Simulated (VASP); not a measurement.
OSZICAR of a VASP run on BaTiO3 (space group P4mm):

### OSZICAR
```
       N       E                     dE             d eps       ncg     rms          rms(c)
DAV:   1     0.403466525439E+03    0.40347E+03   -0.18573E+04  1920   0.150E+03
DAV:   2    -0.126862506869E+02   -0.41615E+03   -0.40708E+03  2456   0.442E+02
DAV:   3    -0.492102304930E+02   -0.36524E+02   -0.35633E+02  2840   0.131E+02
DAV:   4    -0.507258574389E+02   -0.15156E+01   -0.15149E+01  2784   0.235E+01
DAV:   5    -0.507746040250E+02   -0.48747E-01   -0.48745E-01  2680   0.308E+00    0.236E+01
DAV:   6    -0.401308421964E+02    0.10644E+02   -0.72056E+01  2984   0.769E+01    0.996E+00
DAV:   7    -0.401903943296E+02   -0.59552E-01   -0.11624E+01  2464   0.249E+01    0.663E+00
DAV:   8    -0.400265411243E+02    0.16385E+00   -0.10922E+00  2536   0.102E+01    0.266E+00
DAV:   9    -0.400492370472E+02   -0.22696E-01   -0.20948E-01  2432   0.323E+00    0.107E+00
DAV:  10    -0.400402652807E+02    0.89718E-02   -0.66437E-02  2568   0.253E+00    0.458E-01
DAV:  11    -0.400385115199E+02    0.17538E-02   -0.11673E-02  2920   0.889E-01    0.678E-02
DAV:  12    -0.400384466583E+02    0.64862E-04   -0.69790E-04  2224   0.255E-01    0.343E-02
DAV:  13    -0.400384540388E+02   -0.73806E-05   -0.21587E-04  2600   0.152E-01    0.219E-02
DAV:  14    -0.400384518929E+02    0.21459E-05   -0.31042E-05  2520   0.421E-02    0.125E-02
DAV:  15    -0.400384500168E+02    0.18761E-05   -0.68121E-06  2360   0.223E-02    0.538E-03
DAV:  16    -0.400384501632E+02   -0.14642E-06   -0.90815E-07  1032   0.768E-03
   1 F= -.40038450E+02 E0= -.40038450E+02  d E =-.607074E-09
       N       E                     dE             ncg
       N       E                     dE             ncg
```

Question: Which electronic solver shows in the log?

Answer: It is blocked Davidson (ALGO = Normal, or the opening steps of other solvers). The INCAR had ALGO = Normal.

Question: Can the final energy be trusted as converged?

Answer: Self-consistency was reached. It stopped with EDIFF = 1E-6, NELM = 100 (PBE GGA, plane waves, VASP's PBE PAW potentials (set 64)).

The structure is a typed BaTiO3 crystal. The cell was not relaxed at this level.
